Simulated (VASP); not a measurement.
These are PBE GGA, VASP's PBE PAW potentials (set 64) (plane waves; VASP 6.6.1) values and carry that method's errors.

Input for VASP

File POSCAR:
```
NiSb
1
    1.9856443844    -3.4392371279     0.0000000000
    1.9856443844     3.4392371279     0.0000000000
    0.0000000000     0.0000000000     5.1612895809
Ni Sb
2 2
Direct
  0.0000000000   0.0000000000   0.5000000000
  0.0000000000   0.0000000000   0.0000000000
  0.3333330000   0.6666670000   0.2500000000
  0.6666670000   0.3333330000   0.7500000000
```

### INCAR
```
! general
SYSTEM   =  NiSb
PREC     =  Accurate
ENCUT    =  530
LREAL    =  .False.
LASPH    =  .True.

! electronic loop
EDIFF    =  1E-7
NELM     =  100
ALGO     =  Normal
LMAXMIX  =  4

! smearing
ISMEAR   =  1
SIGMA    =  0.1

! functional
GGA      =  PE

! ions
IBRION   =  6
NSW      =  1
ISIF     =  3
POTIM    =  0.015
NFREE    =  2

! output
LWAVE    =  .False.
LCHARG   =  .False.
```

**KPOINTS**
```
Automatic
0
G
 8 8 6
```

POTCAR, in this order: Ni Sb (PBE.64 set). Program: vasp_std.

The resulting files:

**OSZICAR**
```
...
DAV:   7    -0.203064503189E+02   -0.93997E-06   -0.12042E-05  6033   0.609E-02    0.463E-03
DAV:   8    -0.203064503608E+02   -0.41962E-07   -0.11280E-06  5187   0.161E-02    0.199E-03
DAV:   9    -0.203064503189E+02    0.41976E-07   -0.11453E-07  2587   0.700E-03
  13 F= -.20306450E+02 E0= -.20306832E+02  d E =0.114525E-02
       N       E                     dE             d eps       ncg     rms          rms(c)
DAV:   1    -0.203243451170E+02   -0.17895E-01   -0.15307E+00  4506   0.930E+00    0.714E-01
DAV:   2    -0.203164607567E+02    0.78844E-02   -0.27422E-02  5830   0.214E+00    0.446E-01
DAV:   3    -0.203117498915E+02    0.47109E-02   -0.19541E-02  6674   0.372E+00    0.552E-01
DAV:   4    -0.203090281585E+02    0.27217E-02   -0.12402E-02  6308   0.337E+00    0.193E-02
DAV:   5    -0.203090982645E+02   -0.70106E-04   -0.79625E-04  4608   0.225E-01    0.220E-02
DAV:   6    -0.203091052105E+02   -0.69460E-05   -0.32644E-05  6698   0.123E-01    0.141E-02
DAV:   7    -0.203091170774E+02   -0.11867E-04   -0.17338E-05  6618   0.873E-02    0.128E-02
DAV:   8    -0.203091244535E+02   -0.73761E-05   -0.68040E-06  6709   0.695E-02    0.174E-03
DAV:   9    -0.203091250076E+02   -0.55407E-06   -0.51599E-07  4579   0.662E-03    0.726E-04
DAV:  10    -0.203091255930E+02   -0.58546E-06   -0.20244E-08  2463   0.272E-03    0.122E-04
DAV:  11    -0.203091257240E+02   -0.13099E-06   -0.12459E-08  2418   0.988E-04    0.851E-05
DAV:  12    -0.203091257395E+02   -0.15456E-07   -0.17108E-09  2376   0.516E-04
  14 F= -.20309126E+02 E0= -.20309646E+02  d E =0.156178E-02
       N       E                     dE             d eps       ncg     rms          rms(c)
DAV:   1    -0.203082595102E+02    0.86621E-03   -0.26182E+00  4332   0.105E+01    0.218E-01
DAV:   2    -0.203098250204E+02   -0.15655E-02   -0.18878E-02  6082   0.206E+00    0.256E-01
DAV:   3    -0.203093671427E+02    0.45788E-03   -0.29012E-03  5619   0.156E+00    0.138E-01
DAV:   4    -0.203093525599E+02    0.14583E-04   -0.15451E-03  6412   0.104E+00    0.140E-01
DAV:   5    -0.203091392012E+02    0.21336E-03   -0.76812E-04  6184   0.756E-01    0.445E-02
DAV:   6    -0.203091255713E+02    0.13630E-04   -0.10947E-04  6588   0.232E-01    0.620E-03
DAV:   7    -0.203091257630E+02   -0.19177E-06   -0.72257E-06  4769   0.293E-02    0.418E-03
DAV:   8    -0.203091257880E+02   -0.25023E-07   -0.33132E-07  3463   0.115E-02
  15 F= -.20309126E+02 E0= -.20309646E+02  d E =0.156176E-02
       N       E                     dE             d eps       ncg     rms          rms(c)
DAV:   1    -0.203078726028E+02    0.12532E-02   -0.19976E+00  1900   0.954E+00    0.161E-01
DAV:   2    -0.203090321026E+02   -0.11595E-02   -0.13245E-02  2500   0.165E+00    0.176E-01
DAV:   3    -0.203088289967E+02    0.20311E-03   -0.16369E-03  2648   0.116E+00    0.975E-02
DAV:   4    -0.203088081795E+02    0.20817E-04   -0.76938E-04  2877   0.790E-01    0.938E-02
DAV:   5    -0.203087087454E+02    0.99434E-04   -0.33778E-04  2790   0.519E-01    0.297E-02
DAV:   6    -0.203086967815E+02    0.11964E-04   -0.49882E-05  2919   0.132E-01    0.554E-03
DAV:   7    -0.203086959915E+02    0.79006E-06   -0.41163E-06  2562   0.280E-02    0.348E-03
DAV:   8    -0.203086957633E+02    0.22818E-06   -0.72764E-07  2113   0.135E-02    0.114E-03
DAV:   9    -0.203086956992E+02    0.64115E-07   -0.10770E-07  1073   0.829E-03
  16 F= -.20308696E+02 E0= -.20309219E+02  d E =0.156916E-02
       N       E                     dE             d eps       ncg     rms          rms(c)
DAV:   1    -0.203069368554E+02    0.17589E-02   -0.35600E+00  1900   0.127E+01    0.236E-01
DAV:   2    -0.203095408250E+02   -0.26040E-02   -0.29383E-02  2714   0.257E+00    0.292E-01
DAV:   3    -0.203089378092E+02    0.60302E-03   -0.41156E-03  2563   0.190E+00    0.138E-01
DAV:   4    -0.203088784765E+02    0.59333E-04   -0.14372E-03  2907   0.104E+00    0.123E-01
DAV:   5    -0.203087177250E+02    0.16075E-03   -0.58099E-04  2805   0.652E-01    0.470E-02
DAV:   6    -0.203086965630E+02    0.21162E-04   -0.10194E-04  2931   0.192E-01    0.997E-03
DAV:   7    -0.203086958378E+02    0.72525E-06   -0.90075E-06  2212   0.516E-02    0.503E-03
DAV:   8    -0.203086957278E+02    0.11001E-06   -0.12161E-06  2471   0.149E-02    0.147E-03
DAV:   9    -0.203086956998E+02    0.27966E-07   -0.96159E-08  1091   0.835E-03
  17 F= -.20308696E+02 E0= -.20309219E+02  d E =0.156918E-02
       N       E                     dE             d eps       ncg     rms          rms(c)
DAV:   1    -0.203081058749E+02    0.58985E-03   -0.10500E+00  5168   0.699E+00    0.118E-01
DAV:   2    -0.203089742653E+02   -0.86839E-03   -0.99751E-03  5921   0.117E+00    0.761E-02
DAV:   3    -0.203089802669E+02   -0.60017E-05   -0.60285E-04  6740   0.410E-01    0.721E-02
DAV:   4    -0.203089182602E+02    0.62007E-04   -0.17220E-04  6052   0.242E-01    0.212E-02
DAV:   5    -0.203089131503E+02    0.51099E-05   -0.21157E-05  5608   0.341E-02    0.480E-03
DAV:   6    -0.203089127202E+02    0.43016E-06   -0.19332E-06  7773   0.187E-02    0.264E-03
DAV:   7    -0.203089127114E+02    0.87480E-08   -0.35291E-07  4586   0.900E-03
  18 F= -.20308913E+02 E0= -.20309435E+02  d E =0.156710E-02
       N       E                     dE             d eps       ncg     rms          rms(c)
DAV:   1    -0.203084307008E+02    0.48202E-03   -0.14036E-01  5238   0.213E+00    0.105E-01
DAV:   2    -0.203089089761E+02   -0.47828E-03   -0.52287E-03  5849   0.596E-01    0.552E-02
DAV:   3    -0.203089102062E+02   -0.12301E-05   -0.12708E-04  6202   0.101E-01    0.189E-02
DAV:   4    -0.203089141326E+02   -0.39264E-05   -0.16102E-05  7029   0.611E-02    0.118E-02
DAV:   5    -0.203089128184E+02    0.13142E-05   -0.70178E-06  5864   0.507E-02    0.375E-03
DAV:   6    -0.203089127806E+02    0.37737E-07   -0.72367E-07  5821   0.111E-02
  19 F= -.20308913E+02 E0= -.20309435E+02  d E =0.156713E-02
       N       E                     dE             d eps       ncg     rms          rms(c)
DAV:   1    -0.203083714852E+02    0.54133E-03   -0.11713E-01  1906   0.216E+00    0.696E-02
DAV:   2    -0.203088897117E+02   -0.51823E-03   -0.50832E-03  2251   0.642E-01    0.521E-02
DAV:   3    -0.203089179838E+02   -0.28272E-04   -0.39259E-04  2778   0.559E-01    0.691E-02
DAV:   4    -0.203088969402E+02    0.21044E-04   -0.18584E-04  2315   0.413E-01    0.204E-02
DAV:   5    -0.203089030103E+02   -0.60701E-05   -0.38782E-05  2287   0.112E-01    0.181E-02
DAV:   6    -0.203088998851E+02    0.31252E-05   -0.13238E-05  2159   0.688E-02    0.558E-03
DAV:   7    -0.203088968798E+02    0.30053E-05   -0.29835E-06  2912   0.341E-02    0.221E-03
DAV:   8    -0.203088960378E+02    0.84195E-06   -0.22563E-07  1151   0.124E-02    0.504E-04
DAV:   9    -0.203088950368E+02    0.10010E-05   -0.11249E-07  1067   0.268E-03    0.417E-04
DAV:  10    -0.203088949225E+02    0.11427E-06   -0.17785E-08  1049   0.204E-03    0.107E-04
DAV:  11    -0.203088948754E+02    0.47124E-07   -0.42477E-09  1031   0.962E-04
  20 F= -.20308895E+02 E0= -.20309417E+02  d E =0.156645E-02
       N       E                     dE             d eps       ncg     rms          rms(c)
DAV:   1    -0.203080453167E+02    0.84961E-03   -0.20710E-01  1915   0.293E+00    0.105E-01
DAV:   2    -0.203089536006E+02   -0.90828E-03   -0.91195E-03  2371   0.979E-01    0.104E-01
DAV:   3    -0.203089463149E+02    0.72857E-05   -0.11642E-03  2481   0.100E+00    0.964E-02
DAV:   4    -0.203088930964E+02    0.53218E-04   -0.29051E-04  2239   0.493E-01    0.257E-02
DAV:   5    -0.203088957321E+02   -0.26357E-05   -0.31240E-05  2098   0.429E-02    0.897E-03
DAV:   6    -0.203088948795E+02    0.85267E-06   -0.60521E-06  2753   0.434E-02    0.331E-03
DAV:   7    -0.203088948390E+02    0.40421E-07   -0.10049E-06  2157   0.167E-02    0.253E-03
DAV:   8    -0.203088947923E+02    0.46785E-07   -0.20385E-07  1244   0.117E-02
  21 F= -.20308895E+02 E0= -.20309417E+02  d E =0.156641E-02
```

### OUTCAR
```
------------------------ aborting loop because EDIFF is reached ----------------------------------------
  FORCE on cell =-STRESS in cart. coord.  units (eV):
  Direction    XX          YY          ZZ          XY          YZ          ZX
  --------------------------------------------------------------------------------------
  Total        0.0538597      0.0538597      0.0953414     -0.0000000      0.0000000      0.0000000
  in kB        1.2241169      1.2241170      2.1669079     -0.0000000      0.0000000      0.0000000
  external PRESSURE =       1.5383806 kB  Pullay stress =       0.0000000 kB
  volume of cell :       70.49
      direct lattice vectors                 reciprocal lattice vectors
     1.985644384 -3.439237128  0.000000000     0.251807425 -0.145381078  0.000000000
     1.985644384  3.439237128  0.000000000     0.251807425  0.145381078  0.000000000
     0.000000000  0.000000000  5.161289581     0.000000000  0.000000000  0.193750028
 POSITION                                       TOTAL-FORCE (eV/Angst)
 -----------------------------------------------------------------------------------
      0.00000      0.00000      2.58064        -0.000000     -0.000000     -0.025429
      0.00000      0.00000      0.00000        -0.000000     -0.000000     -0.026032
      1.98564      1.14641      1.27532        -0.000000     -0.000000      0.099853
      1.98564     -1.14641      3.87097         0.000000      0.000000     -0.048392
 -----------------------------------------------------------------------------------
    total drift:                                0.000005      0.000000      0.000003
  FREE ENERGIE OF THE ION-ELECTRON SYSTEM (eV)
  ---------------------------------------------------
  free  energy   TOTEN  =       -20.3088947923 eV

  energy  without entropy=      -20.3104611989  energy(sigma->0) =      -20.30941693

   1 f  =    7.473122 THz    46.955010 2PiTHz  249.276516 cm-1    30.906335 meV
             X         Y         Z           dx          dy          dz
      0.000000  0.000000  2.580645    -0.000000    0.000000   -0.707107
      0.000000  0.000000  0.000000    -0.000000    0.000000    0.707107
      1.985644  1.146415  1.290322    -0.000000    0.000000   -0.000000
      1.985644 -1.146415  3.870967     0.000000   -0.000000   -0.000000

   2 f  =    6.043689 THz    37.973620 2PiTHz  201.595775 cm-1    24.994679 meV
             X         Y         Z           dx          dy          dz
      0.000000  0.000000  2.580645    -0.000000    0.580862    0.000000
      0.000000  0.000000  0.000000    -0.000000    0.580862    0.000000
      1.985644  1.146415  1.290322     0.000000   -0.403236    0.000000
      1.985644 -1.146415  3.870967     0.000000   -0.403236   -0.000000

   3 f  =    6.043689 THz    37.973618 2PiTHz  201.595765 cm-1    24.994678 meV
             X         Y         Z           dx          dy          dz
      0.000000  0.000000  2.580645    -0.580862   -0.000000    0.000000
      0.000000  0.000000  0.000000    -0.580862   -0.000000    0.000000
      1.985644  1.146415  1.290322     0.403236    0.000000   -0.000000
      1.985644 -1.146415  3.870967     0.403236    0.000000   -0.000000

   4 f  =    4.601654 THz    28.913048 2PiTHz  153.494671 cm-1    19.030905 meV
             X         Y         Z           dx          dy          dz
      0.000000  0.000000  2.580645    -0.000000    0.000000   -0.580836
      0.000000  0.000000  0.000000    -0.000000    0.000000   -0.580836
      1.985644  1.146415  1.290322     0.000000   -0.000000    0.403274
      1.985644 -1.146415  3.870967    -0.000000    0.000000    0.403274

   5 f  =    4.453898 THz    27.984664 2PiTHz  148.566035 cm-1    18.419832 meV
             X         Y         Z           dx          dy          dz
      0.000000  0.000000  2.580645    -0.000000    0.000000   -0.000000
      0.000000  0.000000  0.000000    -0.000000    0.000000   -0.000000
      1.985644  1.146415  1.290322     0.000000   -0.000000    0.707107
      1.985644 -1.146415  3.870967    -0.000000    0.000000   -0.707107

   6 f  =    3.778326 THz    23.739923 2PiTHz  126.031392 cm-1    15.625894 meV
             X         Y         Z           dx          dy          dz
      0.000000  0.000000  2.580645     0.000000   -0.000000    0.000000
      0.000000  0.000000  0.000000    -0.000000   -0.000000    0.000000
      1.985644  1.146415  1.290322    -0.000000   -0.707107   -0.000000
      1.985644 -1.146415  3.870967     0.000000    0.707107   -0.000000

   7 f  =    3.778326 THz    23.739922 2PiTHz  126.031386 cm-1    15.625893 meV
             X         Y         Z           dx          dy          dz
      0.000000  0.000000  2.580645    -0.000000   -0.000000   -0.000000
      0.000000  0.000000  0.000000     0.000000    0.000000   -0.000000
      1.985644  1.146415  1.290322    -0.707107    0.000000    0.000000
      1.985644 -1.146415  3.870967     0.707107   -0.000000   -0.000000

   8 f  =    3.712187 THz    23.324359 2PiTHz  123.825230 cm-1    15.352365 meV
             X         Y         Z           dx          dy          dz
      0.000000  0.000000  2.580645    -0.000000    0.707107   -0.000000
      0.000000  0.000000  0.000000     0.000000   -0.707107    0.000000
      1.985644  1.146415  1.290322    -0.000000    0.000000   -0.000000
      1.985644 -1.146415  3.870967     0.000000   -0.000000   -0.000000

   9 f  =    3.712187 THz    23.324358 2PiTHz  123.825224 cm-1    15.352364 meV
             X         Y         Z           dx          dy          dz
      0.000000  0.000000  2.580645    -0.707107   -0.000000   -0.000000
      0.000000  0.000000  0.000000     0.707107    0.000000    0.000000
      1.985644  1.146415  1.290322     0.000000   -0.000000    0.000000
      1.985644 -1.146415  3.870967    -0.000000    0.000000    0.000000

  10 f/i=    0.000005 THz     0.000034 2PiTHz    0.000182 cm-1     0.000023 meV
             X         Y         Z           dx          dy          dz
      0.000000  0.000000  2.580645    -0.000000   -0.000000    0.403274
      0.000000  0.000000  0.000000    -0.000000   -0.000000    0.403274
      1.985644  1.146415  1.290322    -0.000000   -0.000000    0.580836
      1.985644 -1.146415  3.870967    -0.000000   -0.000000    0.580836

  11 f/i=    0.000401 THz     0.002520 2PiTHz    0.013377 cm-1     0.001658 meV
             X         Y         Z           dx          dy          dz
      0.000000  0.000000  2.580645    -0.401934    0.032372    0.000000
      0.000000  0.000000  0.000000    -0.401934    0.032372    0.000000
      1.985644  1.146415  1.290322    -0.578987    0.046632    0.000000
      1.985644 -1.146415  3.870967    -0.578987    0.046632    0.000000

  12 f/i=    0.000401 THz     0.002520 2PiTHz    0.013377 cm-1     0.001658 meV
             X         Y         Z           dx          dy          dz
      0.000000  0.000000  2.580645    -0.032372   -0.401934   -0.000000
      0.000000  0.000000  0.000000    -0.032372   -0.401934   -0.000000
      1.985644  1.146415  1.290322    -0.046632   -0.578987   -0.000000
      1.985644 -1.146415  3.870967    -0.046632   -0.578987   -0.000000

...
```
(Selected blocks of OUTCAR.)

The compound is NiSb in the NiAs type structure. It was relaxed first. The run is not spin-polarised, so no magnetic state was tried.
